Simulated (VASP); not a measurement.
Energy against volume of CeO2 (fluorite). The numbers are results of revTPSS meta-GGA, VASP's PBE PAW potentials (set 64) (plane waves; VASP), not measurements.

```csv
V (Å³/atom),E (eV/atom)
12.588,-1.74995
12.990,-1.77487
13.392,-1.78317
13.794,-1.77747
14.195,-1.75977
```

Question: Fit a third-order Birch-Murnaghan equation of state.

Answer: 
```yaml
volume_per_atom: 13.42 Å³/atom
bulk_modulus: 185 GPa
pressure_derivative_of_the_bulk_modulus: 4.46
lattice_constant_a: 5.440 Å
```

Measured: bulk modulus 220 GPa (computed value off by -16.0 %), as given by High Pressure Brillouin Spectroscopy and X-ray Diffraction of Cerium Dioxide, PMC8269805; a 5.391 Å at 0 K (computed value off by +0.9 %), as given by Stimac et al., (2024), arXiv:2411.06536 [extrapolated to 0 K]. The calculation is for a static lattice, while the measured bulk modulus holds thermal and zero-point effects, which are part of the difference.

The compound is CeO2 in the fluorite structure. It was relaxed first. The run is not spin-polarised, so no magnetic state was tried.
